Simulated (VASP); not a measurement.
Input:

```yaml
crystal:
  lattice:
    - [0.00000, 2.62033, 2.62033]
    - [2.62033, 0.00000, 2.62033]
    - [2.62033, 2.62033, 0.00000]
  atoms:
    - { symbol: Li, position: [0.00000, 0.00000, 0.00000] }
    - { symbol: Cl, position: [0.50000, 0.50000, 0.50000] }
```

The numbers are results of revPBE GGA, VASP's PBE PAW potentials (set 64) (plane waves; VASP 6.6.1), not measurements. Run with 520 eV cut-off, 10×10×10 Γ-centred mesh, tetrahedra with Blöchl corrections, potentials Li_sv Cl.

Tabulate the total density of states (states/eV per cell) against energy (eV; zero at the valence-band maximum or, without a gap, the Fermi level).

```
E (eV) | DOS (states/eV)
    -9.91 |  0.00
    -9.43 |  0.00
    -8.95 |  0.00
    -8.35 |  0.00
    -7.87 |  0.00
    -7.39 |  0.00
    -6.91 |  0.00
    -6.43 |  0.00
    -5.95 |  0.00
    -5.35 |  0.00
    -4.87 |  0.00
    -4.39 |  0.00
    -3.91 |  0.00
    -3.43 |  0.00
    -2.83 |  0.00
    -2.35 | ############# 1.68
    -1.87 | ######### 1.08
    -1.39 | ############## 1.78
    -0.91 | ####################### 2.89
    -0.43 | ############################## 3.81
     0.17 |  0.00
     0.65 |  0.00
     1.13 |  0.00
     1.61 |  0.00
     2.09 |  0.00
     2.57 |  0.00
     3.17 |  0.00
     3.65 |  0.00
     4.13 |  0.00
     4.61 |  0.00
     5.09 |  0.00
     5.69 |  0.00
     6.17 |  0.00
     6.65 | # 0.07
     7.13 | ### 0.39
     7.61 | ###### 0.71
     8.09 | ########### 1.37
     8.69 | ###### 0.74
     9.17 | ##### 0.60
     9.65 | ###################### 2.76
```
Within 2 eV below the valence-band maximum the largest weight inside VASP's projection spheres is Cl p.

The compound is LiCl in the rock salt structure. It was relaxed first, which changed the volume by +6 %.
